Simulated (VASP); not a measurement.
Consider the following.

```xyz
2
Lattice="-3.0546 3.0546 1.6127 3.0546 -3.0546 1.6127 3.0546 3.0546 -1.6127" Properties=species:S:1:pos:R:3 pbc="T T T"
Tl     0.0000     3.0546     0.8063
Tl     0.0000     0.0000     0.0000
```

All values below come from PBEsol GGA with spin-orbit coupling, VASP's PBE PAW potentials (set 64) (plane waves; VASP). Numerical set-up: 400 eV cut-off, 12×12×12 Γ-centred mesh, Gaussian smearing of 0.050 eV, potentials Tl_d.

Q: Give the energies of bands 21 to 33 at the high-symmetry points, in eV from the Fermi level.

A: 
| band | Γ | X | M | Z | P | N |
|---|---|---|---|---|---|---|
| 21 | -9.83 | -7.61 | -6.11 | -5.16 | -4.58 | -5.34 |
| 22 | -9.83 | -7.61 | -6.11 | -5.16 | -4.58 | -5.34 |
| 23 | -2.88 | -7.61 | -6.11 | -4.34 | -4.51 | -3.92 |
| 24 | -2.88 | -7.61 | -6.11 | -4.34 | -4.51 | -3.92 |
| 25 | -0.80 | 2.30 | -3.10 | -1.23 | -1.75 | -0.93 |
| 26 | -0.80 | 2.30 | -3.10 | -1.23 | -1.75 | -0.93 |
| 27 | 0.25 | 2.30 | -3.10 | -1.00 | -1.60 | -0.18 |
| 28 | 0.25 | 2.30 | -3.10 | -1.00 | -1.60 | -0.18 |
| 29 | 5.02 | 3.13 | 7.39 | -0.56 | 4.80 | 1.19 |
| 30 | 5.02 | 3.13 | 7.39 | -0.56 | 4.80 | 1.19 |
| 31 | 6.54 | 3.13 | 7.39 | 4.54 | 5.26 | 4.25 |
| 32 | 6.54 | 3.13 | 7.39 | 4.54 | 5.26 | 4.25 |
| 33 | 8.28 | 8.11 | 10.90 | 7.62 | 5.94 | 4.79 |

It has no gap at this level: it comes out as a metal or semimetal.

The structure was generated: Tl was put into the beta-Sn type (I4_1/amd), which need not be its known phase. It was relaxed first.
